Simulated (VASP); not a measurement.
OSZICAR of a VASP run on HfB₂ (AlB2 type):

OSZICAR:
```
       N       E                     dE             d eps       ncg     rms          rms(c)
DAV:   1    -0.414217730357E+01   -0.41422E+01   -0.94476E+03  1680   0.147E+03
DAV:   2    -0.662460411484E+02   -0.62104E+02   -0.58194E+02  2164   0.264E+02
DAV:   3    -0.681540827180E+02   -0.19080E+01   -0.18794E+01  2220   0.347E+01
DAV:   4    -0.681704496384E+02   -0.16367E-01   -0.16344E-01  2032   0.352E+00
DAV:   5    -0.681706245921E+02   -0.17495E-03   -0.17494E-03  2164   0.296E-01    0.579E+01
DAV:   6    -0.630740494786E+02    0.50966E+01   -0.47742E+00  2036   0.178E+01    0.397E+01
DAV:   7    -0.628305993422E+02    0.24345E+00   -0.14067E+00  2164   0.114E+01    0.551E+00
DAV:   8    -0.630342405542E+02   -0.20364E+00   -0.80991E-01  1876   0.113E+01    0.636E+00
DAV:   9    -0.629998877716E+02    0.34353E-01   -0.66164E-01  2044   0.782E+00    0.576E+00
DAV:  10    -0.630749932716E+02   -0.75105E-01   -0.67546E-02  1948   0.222E+00    0.138E+00
DAV:  11    -0.630858953490E+02   -0.10902E-01   -0.32486E-02  1960   0.179E+00    0.659E-01
DAV:  12    -0.630881024569E+02   -0.22071E-02   -0.17825E-03  1992   0.418E-01    0.150E-01
DAV:  13    -0.630889921258E+02   -0.88967E-03   -0.86804E-04  1936   0.314E-01    0.577E-02
DAV:  14    -0.630888531195E+02    0.13901E-03   -0.23385E-04  1900   0.181E-01    0.136E-01
DAV:  15    -0.630889510872E+02   -0.97968E-04   -0.30822E-05  1920   0.570E-02    0.782E-02
DAV:  16    -0.630889916140E+02   -0.40527E-04   -0.33679E-05  1976   0.590E-02    0.389E-03
DAV:  17    -0.630889920635E+02   -0.44955E-06   -0.16323E-06  2108   0.130E-02    0.231E-03
DAV:  18    -0.630889920962E+02   -0.32701E-07   -0.67227E-08  1164   0.277E-03
   1 F= -.63088992E+02 E0= -.63088819E+02  d E =-.519463E-03
```

Question: Which electronic solver shows in the log?

Answer: It is blocked Davidson (ALGO = Normal, or the opening steps of other solvers). The INCAR had ALGO = Normal.

Question: Can the final energy be trusted as converged?

Answer: The calculation finished and met its thresholds. It stopped with EDIFF = 1E-7, NELM = 100 (r2SCAN meta-GGA, plane waves, VASP's PBE PAW potentials (set 64)).

The compound is HfB2 in the AlB2 type structure. It was relaxed first.
